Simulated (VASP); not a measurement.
Input:

```
CELL_PARAMETERS angstrom
      0.00000     2.96365     2.96365
      2.96365     0.00000     2.96365
      2.96365     2.96365     0.00000
ATOMIC_POSITIONS crystal
  B  0.99578 0.99578 0.00422
  Ti 0.50000 0.50000 0.50000
  Ti 0.25000 0.25000 0.25000
  Ti 0.75000 0.75000 0.75000
```

All values below come from PBEsol GGA, VASP's PBE PAW potentials (set 64) (plane waves; VASP). Run with 600 eV cut-off, 8×8×8 Γ-centred mesh, first-order Methfessel-Paxton smearing of 0.10 eV, potentials B Ti_sv.

### Question
What does the run give for the energy per atom (σ→0), largest force, band gap (on the k-mesh) with the smallest direct gap where there is one?

### Answer

- band gap (on the k-mesh) = none (metal, semimetal or under 0.01 eV)
- energy per atom (σ→0) = -7.860 eV/atom
- largest force = 0.095 eV/Å

The structure was generated: Ti3B was put into the D03 type (Fm-3m), which need not be its known phase. This cell was strained or had an atom moved on purpose. The electron count is odd and the run is not spin-polarised, which forces a metal.
